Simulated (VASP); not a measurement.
An input for Quantum ESPRESSO's pw.x (written as the equivalent of a VASP run, and not itself run):

```
&CONTROL
  calculation = 'vc-relax'
  pseudo_dir = './pseudo'
  outdir = './out'
  tprnfor = .true.
  tstress = .true.
  nstep = 60
  forc_conv_thr = 0.00078
/
&SYSTEM
  ibrav = 0
  nat = 3
  ntyp = 1
  ecutwfc = 82.3
  occupations = 'smearing'
  smearing = 'gaussian'
  degauss = 0.003675
  input_dft = 'pbe'
  vdw_corr = 'grimme-d3'
  dftd3_version = 3
  dftd3_threebody = .false.
/
&ELECTRONS
  conv_thr = 7.3e-08
  electron_maxstep = 100
/
&IONS
/
&CELL
/
ATOMIC_SPECIES
  Te 127.600 Te.upf
CELL_PARAMETERS angstrom
     2.2423539   -3.8838706   -0.0000000
     2.2423539    3.8838706    0.0000000
    -0.0000000   -0.0000000    5.8702923
ATOMIC_POSITIONS crystal
  Te   1.0000000  0.2718238  0.6666670
  Te   0.7281762  0.7281762  0.0000000
  Te   0.2718238  1.0000000  0.3333330
K_POINTS automatic
  5 5 4 0 0 0
```

Q: Write the VASP files for the same calculation (PBE-D3 (zero damping)).

A: This is not unique; one that fits is 
File KPOINTS:
```
Automatic mesh
0
Gamma
5 5 4
0 0 0
```

### POSCAR
```
Te
1.0
  2.2423539233  -3.8838706179   0.0000000000
  2.2423539233   3.8838706179   0.0000000000
  0.0000000000   0.0000000000   5.8702923304
Te
3
Cartesian
  2.8518790861  -2.8281421506   3.9135301770
  3.2656575210   0.0000000000   0.0000000000
  2.8518790861   2.8281421506   1.9567621534
```

INCAR:
```
! general
SYSTEM  = Te
PREC    = Accurate
ENCUT   = 520
LREAL   = .FALSE.   ! projection in real space or not
LASPH   = .TRUE.   ! aspherical one-centre terms

! electronic loop
EDIFF   = 1E-6   ! SCF stop (eV)
NELM    = 100
ALGO    = Normal   ! blocked Davidson
LMAXMIX = 4   ! l cut-off of mixed one-centre charges

! smearing
ISMEAR  = 0
SIGMA   = 0.05   ! width (eV)

! functional
GGA     = PE   ! PBE
IVDW    = 11   ! D3, zero damping

! ions
IBRION  = 2   ! conjugate gradients
NSW     = 60   ! most ionic steps
ISIF    = 3
EDIFFG  = -0.02   ! ionic stop

! output
LWAVE   = .FALSE.
LCHARG  = .FALSE.
```

POTCAR, in this order: Te (PBE.64 set). Program: vasp_std.

What does not carry over: the potentials are each code's own (VASP's PAW set, PseudoDojo norm-conserving files in pw.x), so ENCUT and ecutwfc are chosen apart and not converted; conv_thr bounds pw.x's estimated SCF error, while EDIFF bounds the energy change between steps; forc_conv_thr acts on force components and is met together with etot_conv_thr.

The compound is Te in the trig structure. This run relaxes it. Symmetry was kept, so distortions that lower it aren't found. The start is the result of an earlier pass.
